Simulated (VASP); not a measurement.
Here is the system:

```
CELL_PARAMETERS angstrom
      1.59397    -2.76084     0.00000
      1.59397     2.76084     0.00000
      0.00000     0.00000     5.19231
ATOMIC_POSITIONS crystal
  Ga 0.66667 0.33333 0.50012
  Ga 0.33333 0.66667 0.00012
  N  0.66667 0.33333 0.87688
  N  0.33333 0.66667 0.37688
```

The numbers are results of vdW-DF-cx, VASP's PBE PAW potentials (set 64) (plane waves; VASP), not measurements. Numerical set-up: 520 eV cut-off, Gaussian smearing of 0.050 eV, potentials Ga_d N.

Problem. What does the run give for the band gap (along the path) with the smallest direct gap where there is one?

Solution. 
```
Property                               Result
------------------------------------  -------
band gap (along the path)             1.90 eV
smallest direct gap (along the path)  1.90 eV
```

Only differences to runs with the same potentials and settings are physical.

The compound is GaN in the wurtzite structure. It was relaxed first.
